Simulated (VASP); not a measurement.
An input for Ansatz (written as the equivalent of a VASP run, and not itself run):

Ansatz 0.2 input:
```yaml
crystal:
  lattice:
    - [3.6051180, 0.0000000, 0.0000000]
    - [-1.8025600, 3.1221240, 0.0000000]
    - [0.0000000, 0.0000000, 16.9379160]
  atoms:
    - { symbol: Hf, position: [0.0000000, 0.0000000, 0.5000000] }
    - { symbol: S, position: [0.3333330, 0.6666670, 0.5867260] }
    - { symbol: S, position: [0.6666670, 0.3333330, 0.4132740] }
kpoints:
  mp_grid: { grid: [11, 11, 1] }
hamiltonian:
  xc: pbe
  pseudopotentials: { kind: paw }
scf:
  occupations: { method: fermi_dirac, width: 0.1 }
  max_iter: 100
output: { forces: true, stress: true, eigenvalues: true }
```

Write the VASP files for the same calculation (PBE).

This is not unique; one that fits is 
File POSCAR:
```
HfS2
1
    3.6051180000     0.0000000000     0.0000000000
   -1.8025600000     3.1221240000     0.0000000000
    0.0000000000     0.0000000000    16.9379160000
Hf S
1 2
Direct
  0.0000000000   0.0000000000   0.5000000000
  0.3333330000   0.6666670000   0.5867260000
  0.6666670000   0.3333330000   0.4132740000
```

### KPOINTS
```
kpoints
0
Gamma
11 11 1
0 0 0
```

**INCAR**
```
ALGO  =  Normal
EDIFF  =  1E-6
ENCUT  =  300
GGA  =  PE
ISIF  =  2
ISMEAR  =  -1
LASPH  =  .True.
LCHARG  =  .False.
LMAXMIX  =  6
LREAL  =  .False.
LWAVE  =  .False.
NELM  =  100
PREC  =  Accurate
SIGMA  =  0.1
SYSTEM  =  HfS2
```

POTCAR, in this order: Hf_pv S (PBE.64 set). Program: vasp_std.

Limits of the translation: each code has its own PAW files, so the cut-off isn't converted (ENCUT is set for VASP's; basis.ecutwfc is left out, and Ansatz then takes the one that its files recommend); Ansatz stops its SCF on the density residual and VASP on the energy change (EDIFF).

The cell is a sheet with vacuum, built from a generated structure.
